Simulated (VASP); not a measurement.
VASP input:

KPOINTS:
```
Automatic mesh
0
Gamma
6 6 6
0 0 0
```

### POSCAR
```
Rb3Li
1
   -3.2467298355     3.2467298355     6.3634341820
    3.2467298355    -3.2467298355     6.3634341820
    3.2467298355     3.2467298355    -6.3634341820
Rb Li
3 1
Direct
  0.7500000000   0.2500000000   0.5000000000
  0.2500000000   0.7500000000   0.5000000000
  0.5000000000   0.5000000000   0.0000000000
  0.0000000000   0.0000000000   0.0000000000
```

**INCAR**
```
ALGO = Normal
EDIFF = 1E-6
EDIFFG = -0.02
ENCUT = 520
GGA = PS
IBRION = 2
ISIF = 3
ISMEAR = 1
LASPH = T
LCHARG = F
LMAXMIX = 4
LREAL = F
LWAVE = F
NELM = 100
NSW = 60
PREC = Accurate
SIGMA = 0.1
SYSTEM = Rb3Li
```

POTCAR, in this order: Rb_sv Li_sv (PBE.64 set). Program: vasp_std.

Problem. Translate this PBEsol calculation to Quantum ESPRESSO's pw.x.

Solution. One equivalent input (not run):
```
&CONTROL
  calculation = 'vc-relax'
  pseudo_dir = './pseudo'
  outdir = './out'
  tprnfor = .true.
  tstress = .true.
  nstep = 60
  forc_conv_thr = 0.00078
/
&SYSTEM
  ibrav = 0
  nat = 4
  ntyp = 2
  ecutwfc = 74
  occupations = 'smearing'
  smearing = 'methfessel-paxton'
  degauss = 0.00735
  input_dft = 'pbesol'
/
&ELECTRONS
  conv_thr = 7.3e-08
  electron_maxstep = 100
/
&IONS
/
&CELL
/
ATOMIC_SPECIES
  Rb 85.468 Rb.upf
  Li 6.940 Li.upf
CELL_PARAMETERS angstrom
    -3.2467298    3.2467298    6.3634342
     3.2467298   -3.2467298    6.3634342
     3.2467298    3.2467298   -6.3634342
ATOMIC_POSITIONS crystal
  Rb   0.7500000  0.2500000  0.5000000
  Rb   0.2500000  0.7500000  0.5000000
  Rb   0.5000000  0.5000000  0.0000000
  Li   0.0000000  0.0000000  0.0000000
K_POINTS automatic
  6 6 6 0 0 0
```
Limits of the translation: the potentials are each code's own (VASP's PAW set, PseudoDojo norm-conserving files in pw.x), so ENCUT and ecutwfc are chosen apart and not converted; conv_thr bounds pw.x's estimated SCF error, while EDIFF bounds the energy change between steps; forc_conv_thr acts on force components and is met together with etot_conv_thr.

The structure comes from a computed database's Rb3Li entry (I4/mmm); how it stands against other phases isn't given here. This run relaxes it. Symmetry was kept, so distortions that lower it aren't found. The start is the result of an earlier pass.
